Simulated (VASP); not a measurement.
Output of a VASP run:

File OSZICAR:
```
       N       E                     dE             d eps       ncg     rms          rms(c)
DAV:   1     0.712313097968E+02    0.71231E+02   -0.81639E+03   520   0.143E+03
DAV:   2    -0.435080144823E+02   -0.11474E+03   -0.11200E+03   560   0.322E+02
DAV:   3    -0.509896061032E+02   -0.74816E+01   -0.74404E+01   675   0.908E+01
DAV:   4    -0.511896328479E+02   -0.20003E+00   -0.19997E+00   673   0.169E+01
DAV:   5    -0.511988495185E+02   -0.92167E-02   -0.92165E-02   743   0.277E+00    0.588E+00
DAV:   6    -0.481074449530E+02    0.30914E+01   -0.17403E+00   620   0.298E+01    0.311E+00
DAV:   7    -0.480544337121E+02    0.53011E-01   -0.54113E-01   540   0.110E+01    0.154E+00
DAV:   8    -0.481377060623E+02   -0.83272E-01   -0.36287E-01   535   0.723E+00    0.934E-01
DAV:   9    -0.481045928213E+02    0.33113E-01   -0.34562E-02   575   0.252E+00    0.580E-01
DAV:  10    -0.481086859473E+02   -0.40931E-02   -0.50133E-03   579   0.780E-01    0.953E-01
DAV:  11    -0.481193630684E+02   -0.10677E-01   -0.32670E-02   525   0.164E+00    0.295E-01
DAV:  12    -0.481210403351E+02   -0.16773E-02   -0.52470E-03   630   0.496E-01    0.195E-01
DAV:  13    -0.481213620353E+02   -0.32170E-03   -0.12043E-04   588   0.940E-02    0.233E-01
DAV:  14    -0.481202041890E+02    0.11578E-02   -0.48343E-04   630   0.202E-01    0.289E-01
DAV:  15    -0.481199917379E+02    0.21245E-03   -0.30450E-04   535   0.210E-01    0.588E-01
DAV:  16    -0.481214623857E+02   -0.14706E-02   -0.75379E-04   520   0.250E-01    0.986E-01
DAV:  17    -0.481215377087E+02   -0.75323E-04   -0.10645E-04   670   0.151E-01    0.666E-01
DAV:  18    -0.481218014225E+02   -0.26371E-03   -0.35000E-04   525   0.237E-01    0.226E-01
DAV:  19    -0.481217570242E+02    0.44398E-04   -0.77764E-05   615   0.933E-02    0.420E-02
DAV:  20    -0.481217921400E+02   -0.35116E-04   -0.26388E-05   520   0.675E-02    0.365E-02
DAV:  21    -0.481217948945E+02   -0.27545E-05   -0.27753E-05   570   0.613E-02    0.113E-02
DAV:  22    -0.481217937896E+02    0.11049E-05   -0.37724E-06   595   0.178E-02    0.109E-02
DAV:  23    -0.481217957866E+02   -0.19970E-05   -0.25760E-06   520   0.204E-02    0.710E-03
DAV:  24    -0.481217954071E+02    0.37951E-06   -0.46347E-07   512   0.864E-03    0.168E-03
DAV:  25    -0.481217954567E+02   -0.49524E-07   -0.11181E-07   390   0.322E-03
   1 F= -.48121795E+02 E0= -.48121795E+02  d E =-.267839E-12
```

OUTCAR:
```
------------------------ aborting loop because EDIFF is reached ----------------------------------------
  FORCE on cell =-STRESS in cart. coord.  units (eV):
  Direction    XX          YY          ZZ          XY          YZ          ZX
  --------------------------------------------------------------------------------------
  Total        1.3310079      1.3310079      1.3310079      0.0000000     -0.0000000     -0.0000000
  in kB       32.6234774     32.6234774     32.6234774      0.0000000     -0.0000000     -0.0000000
  external PRESSURE =      32.6234774 kB  Pullay stress =       0.0000000 kB
  volume of cell :       65.37
      direct lattice vectors                 reciprocal lattice vectors
     0.000000000  3.197252932  3.197252932    -0.156384249  0.156384249  0.156384249
     3.197252932  0.000000000  3.197252932     0.156384249 -0.156384249  0.156384249
     3.197252932  3.197252932  0.000000000     0.156384249  0.156384249 -0.156384249
  FREE ENERGIE OF THE ION-ELECTRON SYSTEM (eV)
  ---------------------------------------------------
  free  energy   TOTEN  =       -48.1217954567 eV

  energy  without entropy=      -48.1217954567  energy(sigma->0) =      -48.12179546
```
(Selected blocks of OUTCAR.)

**POSCAR**
```
InSb
1
    0.0000000000     3.1972529318     3.1972529318
    3.1972529318     0.0000000000     3.1972529318
    3.1972529318     3.1972529318     0.0000000000
In Sb
1 1
Direct
  0.0000000000   0.0000000000   0.0000000000
  0.2500000000   0.2500000000   0.2500000000
```

Problem. Write an INCAR and KPOINTS that could have produced this output.

Solution. One answer among several that fit: the input of the run itself, r2SCAN+rVV10, plane waves, VASP's PBE PAW potentials (set 64).

File KPOINTS:
```
Automatic
0
Gamma
7 7 7
0 0 0
```

### INCAR
```
SYSTEM  =  InSb
PREC  =  Accurate; ENCUT  =  520; LREAL  =  .False.
LASPH  =  .True.
EDIFF  =  1E-7; NELM  =  100; ALGO  =  Normal
LMAXMIX  =  4; LMIXTAU  =  .True.
ISMEAR  =  0; SIGMA  =  0.05
METAGGA  =  R2SCAN; LUSE_VDW  =  .True.; BPARAM  =  11.95
CPARAM  =  0.0093
ISIF  =  2
LWAVE  =  .False.; LCHARG  =  .False.
```

POTCAR, in this order: In_d Sb (PBE.64 set). Program: vasp_std.

The compound is InSb in the zinc blende structure. This cell is one point of a volume scan, at 0.94 of the reference volume.
